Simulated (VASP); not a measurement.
# Settings for KHf₂BiO₆: relaxation of the cell

KHf₂BiO₆, Fm-3m (no. 225), 10 atoms in the cell. PBEsol; PAW potentials Bi_d, Hf_pv, K_sv, O (PBE set). VASP 6.6.1. The cell is changed on purpose: volume scaled by 0.95.

Wanted: cell volume within 0.2 %; lattice lengths within 0.1 %; shortest distances from each atom, periodic images included within 0.005 Å.

What the run is for: cell; Accuracy asked: standard.

The series start from Plane-wave cutoff (eV): 600; k-point mesh: 4 × 4 × 4; Relaxation passes: 2; Ionic threshold (EDIFFG): -0.005; Electronic threshold (eV): 1e-6; Precision mode (PREC): Accurate; Relaxation algorithm: IBRION=2 POTIM=0.5. Each series keeps the choices made before it, and each single choice may use up half of a tolerance. Times cover all steps of a run.

## Plane-wave cutoff (eV)

| Plane-wave cutoff (eV) | Cell volume (Å³) | Lattice lengths, largest deviation against the largest value | Shortest distances from each atom, periodic images included, largest deviation (Å) | Time (s) |
|---|---|---|---|---|
| 400 | 133.1 | 0.8 % | 0.0232 | 73 |
| 460 | 135.8 | 0.14 % | 0.0042 | 70 |
| 520 | 136.4 | 0.011 % | 0.0003 | 90 |
| 600 | 136.3 | 0.031 % | 0.0009 | 193 |
| 700 | 136.2 | 0.041 % | 0.0012 | 114 |
| 840 (reference) | 136.4 | 0 % | 0.0000 | 140 |

Chosen: 840; the next looser run is off by more than half of the tolerance, so convergence isn't shown beyond this value.

## k-point mesh

| k-point mesh | Cell volume (Å³) | Lattice lengths, largest deviation against the largest value | Shortest distances from each atom, periodic images included, largest deviation (Å) | Time (s) |
|---|---|---|---|---|
| 2 × 2 × 2 | 137 | 0.14 % | 0.0040 | 57 |
| 3 × 3 × 3 | 136.4 | 0.0061 % | 0.0002 | 95 |
| 4 × 4 × 4 | 136.4 | 0.00087 % | 0.0000 | 140 |
| 5 × 5 × 5 | 136.4 | 0.0064 % | 0.0002 | 290 |
| 6 × 6 × 6 (reference) | 136.4 | 0 % | 0.0000 | 330 |

Chosen: 3 × 3 × 3, the loosest value from which every tighter one stays within half of the tolerance.

## Relaxation passes

| Relaxation passes | Cell volume (Å³) | Lattice lengths, largest deviation against the largest value | Shortest distances from each atom, periodic images included, largest deviation (Å) | Time (s) |
|---|---|---|---|---|
| 1 | 136.4 | 0 % | 0.0000 | 126 |
| 2 | 136.4 | 0 % | 0.0000 | 95 |
| 3 (reference) | 136.4 | 0 % | 0.0000 | 214 |

Chosen: 1.

## Ionic threshold (EDIFFG)

| Ionic threshold (EDIFFG) | Cell volume (Å³) | Lattice lengths, largest deviation against the largest value | Shortest distances from each atom, periodic images included, largest deviation (Å) | Time (s) |
|---|---|---|---|---|
| -0.05 | 136.4 | 0.0055 % | 0.0002 | 135 |
| -0.02 | 136.4 | 0.0055 % | 0.0002 | 127 |
| -0.01 | 136.4 | 0.0055 % | 0.0002 | 115 |
| -0.005 | 136.4 | 0.0055 % | 0.0002 | 126 |
| -0.002 (reference) | 136.4 | 0 % | 0.0000 | 226 |

Chosen: -0.05.

## Electronic threshold (eV)

| Electronic threshold (eV) | Cell volume (Å³) | Lattice lengths, largest deviation against the largest value | Shortest distances from each atom, periodic images included, largest deviation (Å) | Time (s) |
|---|---|---|---|---|
| 0.0001 | 136.4 | 0.004 % | 0.0001 | 88 |
| 1e-5 | 136.4 | 0.0043 % | 0.0001 | 96 |
| 1e-6 | 136.4 | 0.00052 % | 0.0000 | 135 |
| 1e-7 (reference) | 136.4 | 0 % | 0.0000 | 126 |

Chosen: 0.0001.

## Precision mode (PREC)

| Precision mode (PREC) | Cell volume (Å³) | Lattice lengths, largest deviation against the largest value | Shortest distances from each atom, periodic images included, largest deviation (Å) | Time (s) |
|---|---|---|---|---|
| Normal | 136.4 | 0 % | 0.0000 | 57 |
| Accurate (reference) | 136.4 | 0 % | 0.0000 | 88 |

Chosen: Normal.

## Relaxation algorithm

| Relaxation algorithm | Cell volume (Å³) | Lattice lengths, largest deviation against the largest value | Shortest distances from each atom, periodic images included, largest deviation (Å) | Time (s) |
|---|---|---|---|---|
| IBRION=2 POTIM=0.5 | 136.4 | 0 % | 0.0000 | 57 |
| IBRION=2 POTIM=0.2 | 136.7 | 0.091 % | 0.0026 | 50 |
| IBRION=1 POTIM=0.5 | 136.5 | 0.024 % | 0.0007 | 55 |
| IBRION=1 POTIM=0.2 | 136.7 | 0.092 % | 0.0027 | 41 |

Chosen: IBRION=2 POTIM=0.5; no other choice that stays within half of the tolerance saves 30 % of the time.

## All choices together

| Input | Cell volume (Å³) | Lattice lengths, largest deviation against the largest value | Shortest distances from each atom, periodic images included, largest deviation (Å) | Time (s) |
|---|---|---|---|---|
| the program's defaults (naive) | 133.2 | 0.79 % | 0.0229 | 27 |
| chosen settings | 136.4 | 0.0095 % | 0.0003 | 57 |
| reference settings throughout | 136.4 | 0 % | 0.0000 | 539 |

The chosen settings stay within the tolerance of the reference run, but the reference itself isn't shown to be converged in: Plane-wave cutoff (eV).

Values of the reference run: Lattice lengths: 5.778, 5.778, 5.778 Å.

## The input

INCAR.step1:
```
SYSTEM = KHf2BiO6
GGA      = PS             ! functional
ISMEAR   = 0              ! smearing method
SIGMA    = 0.03           ! smearing width, eV
LWAVE    = .False.        ! write WAVECAR
LCHARG   = .False.        ! write CHGCAR
NSW      = 80             ! ionic steps
PREC     = Normal         ! precision mode
LASPH    = .True.         ! aspherical terms in the spheres
LREAL    = .False.        ! projectors in reciprocal space
ALGO     = Normal         ! electronic algorithm
EDIFF    = 1E-4           ! SCF threshold, eV
NELM     = 120            ! most SCF steps
GGA_COMPAT= .False.      
IBRION   = 2              ! ionic algorithm
ISIF     = 3              ! what is computed and relaxed
EDIFFG   = -0.05          ! ionic threshold
NELMIN   = 4            
ENCUT    = 840            ! plane-wave cutoff, eV
EFERMI   = MIDGAP       
KPAR     = 2            
POTIM    = 0.5            ! step
```

INCAR.step2, as INCAR.step1 but for:
```
- NSW = 80
- IBRION = 2
- ISIF = 3
- EDIFFG = -0.05
- NELMIN = 4
- POTIM = 0.5
+ ISIF = 2
```

KPOINTS:
```
Automatic mesh
0
Gamma
  3 3 3
  0 0 0
```

POSCAR.step1:
```
KHf2BiO6
1.0
    0.0000000000      4.0612002825      4.0612002825
    4.0612002825      0.0000000000      4.0612002825
    4.0612002825      4.0612002825      0.0000000000
Bi Hf K O
1 2 1 6
Direct
    0.0000000000      0.0000000000      0.0000000000
    0.7500000000      0.7500000000      0.7500000000
    0.2500000000      0.2500000000      0.2500000000
    0.5000000000      0.5000000000      0.5000000000
    0.0000000000      0.5000000000      0.0000000000
    0.5000000000      0.0000000000      0.5000000000
    0.5000000000      0.0000000000      0.0000000000
    0.0000000000      0.5000000000      0.5000000000
    0.0000000000      0.0000000000      0.5000000000
    0.5000000000      0.5000000000      0.0000000000
```

Commands (each step's output is kept before the next begins):
```
cat potpaw_PBE.64/Bi_d/POTCAR potpaw_PBE.64/Hf_pv/POTCAR potpaw_PBE.64/K_sv/POTCAR potpaw_PBE.64/O/POTCAR > POTCAR
cp INCAR.step1 INCAR
cp POSCAR.step1 POSCAR
mpirun -np 8 vasp_std > vasp.out
cp CONTCAR POSCAR
cp INCAR.step2 INCAR
mpirun -np 8 vasp_std > vasp.out
```

The chosen input took VASP 6.6.1 57 s on 8 cores (AMD EPYC 7R43 (Zen 3)), a shared host.

## An input that fails: too few ionic steps

It gives no converged result.

Changes against the starting input:
```
- NSW = 80
- NELM = 120
+ NSW = 2
+ NELM = 75
```
